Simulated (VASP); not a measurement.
Here is the system:

```
CELL_PARAMETERS angstrom
      1.58500    -2.74530     0.00000
      1.58500     2.74530     0.00000
      0.00000     0.00000     3.53000
ATOMIC_POSITIONS crystal
  Zr 0.00000 0.00000 0.00000
  B  0.33333 0.66667 0.50000
  B  0.66667 0.33333 0.50000
```

Calculation: PBE GGA, VASP's PBE PAW potentials (set 64) (plane waves; VASP). Run with 520 eV cut-off, 10×10×8 Γ-centred mesh, first-order Methfessel-Paxton smearing of 0.10 eV, potentials Zr_sv B.

Task: Give the stress tensor in GPa (positive for a compressed cell).

Result: 
```
0.62  0.00  0.00
0.00  0.62  0.00
0.00  0.00  2.17
```
The pressure is its mean diagonal, 1.14 GPa.

The compound is ZrB2 in the AlB2 type structure. The cell was not relaxed at this level.
